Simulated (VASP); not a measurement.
# Nb on the Ru site in Ru, part 2 of 4

Aim: the formation energy and local structure of Nb on the Ru site in Ru.

VASP 6.6.1, plane waves and PAW; the level of theory is named at each step.

So far. Step 2 (Relaxing the host crystal): The run ended after 6 ionic steps, 0.013 eV below its first step, once forces and stress met EDIFFG = -0.02.

## (3) The supercell without the defect

Level of this step: PBEsol; plane waves and PAW (Ru) (VASP).

System of this step: Ru. The structure is hexagonal, space group P6_3/mmc (No. 194). Conventional cell: a = 2.686 Å, b = 2.686 Å, c = 4.233 Å, α = 90.00°, β = 90.00°, γ = 120.00°. Ru has 12 Ru at 2.62 to 2.69 Å nearest.

The same cell, mesh and cutoff without the defect give the energy to subtract and, in a gapped host, the band edges to count from, so that most errors cancel.

INCAR reads:

```
SYSTEM = Ru
PREC = Normal
ENCUT = 300
EDIFF = 1E-05
NELM = 120
ISMEAR = 1
SIGMA = 0.2
LREAL = Auto
ALGO = Fast
GGA = PS
NBANDS = 176
LASPH = .TRUE.
LORBIT = 11
LWAVE = .FALSE.
LCHARG = .FALSE.
KPAR = 4
NCORE = 2
```

POSCAR reads:

```
Ru
1.0
    8.0578742850      0.0000000000      0.0000000000
   -4.0289371425      6.9783238314      0.0000000000
    0.0000000000      0.0000000000      8.4663850382
Ru
36
Direct
    0.0000000000      0.0000000000      0.0000000000
    0.0000000000      0.0000000000      0.5000000000
    0.0000000000      0.3333333333      0.0000000000
    0.0000000000      0.3333333333      0.5000000000
    0.0000000000      0.6666666667      0.0000000000
    0.0000000000      0.6666666667      0.5000000000
    0.3333333333      0.0000000000      0.0000000000
    0.3333333333      0.0000000000      0.5000000000
    0.3333333333      0.3333333333      0.0000000000
    0.3333333333      0.3333333333      0.5000000000
    0.3333333333      0.6666666667      0.0000000000
    0.3333333333      0.6666666667      0.5000000000
    0.6666666667      0.0000000000      0.0000000000
    0.6666666667      0.0000000000      0.5000000000
    0.6666666667      0.3333333333      0.0000000000
    0.6666666667      0.3333333333      0.5000000000
    0.6666666667      0.6666666667      0.0000000000
    0.6666666667      0.6666666667      0.5000000000
    0.1111111111      0.2222222222      0.2500000000
    0.1111111111      0.2222222222      0.7500000000
    0.1111111111      0.5555555556      0.2500000000
    0.1111111111      0.5555555556      0.7500000000
    0.1111111111      0.8888888889      0.2500000000
    0.1111111111      0.8888888889      0.7500000000
    0.4444444444      0.2222222222      0.2500000000
    0.4444444444      0.2222222222      0.7500000000
    0.4444444444      0.5555555556      0.2500000000
    0.4444444444      0.5555555556      0.7500000000
    0.4444444444      0.8888888889      0.2500000000
    0.4444444444      0.8888888889      0.7500000000
    0.7777777778      0.2222222222      0.2500000000
    0.7777777778      0.2222222222      0.7500000000
    0.7777777778      0.5555555556      0.2500000000
    0.7777777778      0.5555555556      0.7500000000
    0.7777777778      0.8888888889      0.2500000000
    0.7777777778      0.8888888889      0.7500000000
```

KPOINTS reads:

```
Automatic mesh
0
Gamma
5 5 4
0 0 0
```

The projector-augmented-wave data sets are Ru (PBE family, release 64).

Command:

```console
$ mpirun -np 8 vasp_std
```

Log:

```text
[banner, memory and clock lines left out]
running    8 mpi-ranks, on    1 nodes
 distrk:  each k-point on    2 cores,    4 groups
 distr:  one band on    2 cores,    1 groups

 POSCAR found type information on POSCAR Ru
 POSCAR found :  1 types and      36 ions
 [... a notice as in an earlier step ...]

 LDA part: xc-table for (Slater+PW92), standard interpolation
 POSCAR, INCAR and KPOINTS ok, starting setup
 FFT: planning ... GRIDC
 FFT: planning ... GRID_SOFT
 FFT: planning ... GRID
 WAVECAR not read
 entering main loop
       N       E                     dE             d eps       ncg     rms          rms(c)
DAV:   1     0.127415551191E+04    0.12742E+04   -0.94371E+04  5384   0.101E+03
DAV:   2    -0.268163937510E+03   -0.15423E+04   -0.14428E+04  5424   0.273E+02
DAV:   3    -0.389357674129E+03   -0.12119E+03   -0.11435E+03  7888   0.640E+01
DAV:   4    -0.395602728341E+03   -0.62451E+01   -0.60801E+01  6896   0.144E+01
DAV:   5    -0.395855246245E+03   -0.25252E+00   -0.25008E+00  7320   0.288E+00    0.837E+01
RMM:   6    -0.370850031797E+03    0.25005E+02   -0.50583E+01  5300   0.196E+01    0.271E+01
RMM:   7    -0.367480850968E+03    0.33692E+01   -0.26079E+01  5525   0.109E+01    0.103E+00
RMM:   8    -0.367539244129E+03   -0.58393E-01   -0.34772E+00  6101   0.328E+00    0.163E+00
RMM:   9    -0.367537437256E+03    0.18069E-02   -0.74683E-01  6577   0.113E+00    0.728E-01
RMM:  10    -0.367512489964E+03    0.24947E-01   -0.38166E-01  5842   0.174E+00    0.113E+00
RMM:  11    -0.367505251180E+03    0.72388E-02   -0.46664E-02  6499   0.442E-01    0.390E-01
RMM:  12    -0.367505047032E+03    0.20415E-03   -0.18450E-02  6626   0.276E-01    0.544E-02
RMM:  13    -0.367505429479E+03   -0.38245E-03   -0.41559E-03  7481   0.865E-02    0.168E-02
RMM:  14    -0.367505455099E+03   -0.25620E-04   -0.54179E-04  7124   0.329E-02    0.555E-03
RMM:  15    -0.367505467317E+03   -0.12219E-04   -0.81198E-05  5403   0.146E-02    0.769E-03
RMM:  16    -0.367505465821E+03    0.14956E-05   -0.22411E-05  4041   0.105E-02
   1 F= -.36750547E+03 E0= -.36750891E+03  d E =0.103442E-01
```

Elapsed: 1.9 min, on 8 MPI ranks of AMD EPYC 7R43, shared host; peak memory 2.4 GiB.

Parts of OUTCAR (step 3):

```text
  LATTYP: Found a hexagonal cell.
 ALAT       =     8.0578742850
 C/A-ratio  =     1.0506970869

 Found     15 irreducible k-points:

   k-points           NKPTS =     15   k-points in BZ     NKDIM =     15   number of bands    NBANDS=    176

   dimension x,y,z NGX =    36 NGY =   36 NGZ =   36
   dimension x,y,z NGXF=    72 NGYF=   72 NGZF=   72

   ENCUT  =  300.0 eV  22.05 Ry    4.70 a.u.  11.38 11.38 11.96*2*pi/ulx,y,z

   NELECT =     288.0000    total number of electrons

 E-fermi :  12.9011

 k-point     1 :       0.0000    0.0000    0.0000
  band No.  band energies     occupation
    ...
    133      11.6688      2.00000
    134      11.6688      2.00000
    135      11.6688      2.00000
    136      11.8005      2.00000
    137      11.8005      2.00000
    138      13.0854     -0.02983
    139      13.0854     -0.02983
    140      13.0854     -0.02984
    141      13.0854     -0.02984
    142      13.0854     -0.02984
    ...

 k-point     2 :       0.2000   -0.0000    0.0000
  band No.  band energies     occupation
    ...
    141      12.6652      2.07025
    142      12.7418      1.97844
    143      12.8298      1.56330
    144      12.8298      1.56330
    145      12.8301      1.56112
    146      13.4659     -0.00048
    147      13.4659     -0.00048
    148      13.5033     -0.00018
    149      13.5033     -0.00018
    150      13.5147     -0.00013
    ...

  Total       -4.8692586     -4.8692586      3.4552588      0.0000000      0.0000000      0.0000000
  in kB      -16.3871641    -16.3871641     11.6284424      0.0000000      0.0000000      0.0000000
  external PRESSURE =      -7.0486286 kB  Pullay stress =       0.0000000 kB

  energy-cutoff  :      300.00
  volume of cell :      476.07
      direct lattice vectors                 reciprocal lattice vectors
     8.057874285  0.000000000  0.000000000     0.124102209  0.071650444  0.000000000
    -4.028937143  6.978323831  0.000000000     0.000000000  0.143300888  0.000000000
     0.000000000  0.000000000  8.466385038     0.000000000  0.000000000  0.118114165

 POSITION                                       TOTAL-FORCE (eV/Angst)
 -----------------------------------------------------------------------------------
      0.00000      0.00000      0.00000        -0.000000      0.000000      0.000000
      0.00000      0.00000      4.23319         0.000000      0.000000     -0.000000
     -1.34298      2.32611      0.00000        -0.000000      0.000000     -0.000000
     -1.34298      2.32611      4.23319         0.000000     -0.000000     -0.000000
     -2.68596      4.65222      0.00000        -0.000000      0.000000      0.000000
     -2.68596      4.65222      4.23319         0.000000      0.000000     -0.000000
      2.68596      0.00000      0.00000        -0.000000     -0.000000      0.000000
      2.68596      0.00000      4.23319         0.000000     -0.000000      0.000000
      1.34298      2.32611      0.00000        -0.000000      0.000000     -0.000000
      1.34298      2.32611      4.23319         0.000000      0.000000     -0.000000
     -0.00000      4.65222      0.00000        -0.000000      0.000000     -0.000000
     -0.00000      4.65222      4.23319         0.000000      0.000000      0.000000
      5.37192      0.00000      0.00000        -0.000000      0.000000     -0.000000
      5.37192      0.00000      4.23319         0.000000     -0.000000      0.000000
      4.02894      2.32611      0.00000        -0.000000      0.000000     -0.000000
      4.02894      2.32611      4.23319         0.000000     -0.000000     -0.000000
      2.68596      4.65222      0.00000        -0.000000      0.000000      0.000000
      2.68596      4.65222      4.23319         0.000000      0.000000      0.000000
      0.00000      1.55074      2.11660        -0.000000      0.000000     -0.000000
      0.00000      1.55074      6.34979         0.000000     -0.000000     -0.000000
     -1.34298      3.87685      2.11660        -0.000000     -0.000000      0.000000
     -1.34298      3.87685      6.34979         0.000000     -0.000000      0.000000
     -2.68596      6.20295      2.11660        -0.000000     -0.000000      0.000000
     -2.68596      6.20295      6.34979         0.000000     -0.000000     -0.000000
      2.68596      1.55074      2.11660        -0.000000     -0.000000     -0.000000
      2.68596      1.55074      6.34979         0.000000     -0.000000     -0.000000
      1.34298      3.87685      2.11660        -0.000000     -0.000000      0.000000
      1.34298      3.87685      6.34979         0.000000     -0.000000      0.000000
     -0.00000      6.20295      2.11660        -0.000000     -0.000000      0.000000
     -0.00000      6.20295      6.34979         0.000000      0.000000     -0.000000
      5.37192      1.55074      2.11660        -0.000000      0.000000     -0.000000
      5.37192      1.55074      6.34979         0.000000     -0.000000     -0.000000
      4.02894      3.87685      2.11660        -0.000000     -0.000000      0.000000
      4.02894      3.87685      6.34979         0.000000     -0.000000     -0.000000
      2.68596      6.20295      2.11660        -0.000000      0.000000      0.000000
      2.68596      6.20295      6.34979         0.000000     -0.000000      0.000000
 -----------------------------------------------------------------------------------
    total drift:                                0.000000     -0.000000     -0.000000

  FREE ENERGIE OF THE ION-ELECTRON SYSTEM (eV)
  ---------------------------------------------------
  free  energy   TOTEN  =      -367.5054658215 eV

  energy  without entropy=     -367.5158100571  energy(sigma->0) =     -367.50891390

 total charge
# of ion       s       p       d       tot
------------------------------------------
    1        0.653   0.854   6.639   8.147
    2        0.653   0.854   6.639   8.147
    3        0.653   0.854   6.639   8.147
    4        0.653   0.854   6.639   8.147
    5        0.653   0.854   6.639   8.147
    6        0.653   0.854   6.639   8.147
    7        0.653   0.854   6.639   8.147
    8        0.653   0.854   6.639   8.147
    9        0.653   0.854   6.639   8.147
   10        0.653   0.854   6.639   8.147
   11        0.653   0.854   6.639   8.147
   12        0.653   0.854   6.639   8.147
   13        0.653   0.854   6.639   8.147
   14        0.653   0.854   6.639   8.147
   15        0.653   0.854   6.639   8.147
   16        0.653   0.854   6.639   8.147
   17        0.653   0.854   6.639   8.147
   18        0.653   0.854   6.639   8.147
   19        0.653   0.854   6.639   8.147
   20        0.653   0.854   6.639   8.147
   21        0.653   0.854   6.639   8.147
   22        0.653   0.854   6.639   8.147
   23        0.653   0.854   6.639   8.147
   24        0.653   0.854   6.639   8.147
   25        0.653   0.854   6.639   8.147
   26        0.653   0.854   6.639   8.147
   27        0.653   0.854   6.639   8.147
   28        0.653   0.854   6.639   8.147
   29        0.653   0.854   6.639   8.147
   30        0.653   0.854   6.639   8.147
   31        0.653   0.854   6.639   8.147
   32        0.653   0.854   6.639   8.147
   33        0.653   0.854   6.639   8.147
   34        0.653   0.854   6.639   8.147
   35        0.653   0.854   6.639   8.147
   36        0.653   0.854   6.639   8.147
--------------------------------------------------
tot         23.522  30.751 239.014 293.287

[... 2 parts as in an earlier step ...]

[... 7 further parts left out ...]
```

This step gave:

- electronic cycles: 16
- electrons: 288
- free energy (TOTEN): -367.5055 eV
- energy at zero smearing: -367.5089 eV
- Fermi energy: 12.90 eV

The host is treated as a metal, as its relaxation found a gap under 0.3 eV or none, and only the neutral defect is run.

(Part 2 of 4 ends here.)

[Lines on the potential files, build, host, timing and source positions are cut from VASP's logs without a mark.]

[Logs are printed without paths, hosts, clocks, repeated set-up lines and the standing remarks that a program may print on its own settings, such as how far it seeks lower states.]

[Hosts, paths, dates, database ids (printed as entryN), source tags and the programs' standing remarks are cut or masked in the printed files.]

[In band tables of VASP the shares of atoms and orbitals are scaled to a sum of 1 inside the atoms' spheres.]

[Runs that stopped without an error message from VASP are left out.]
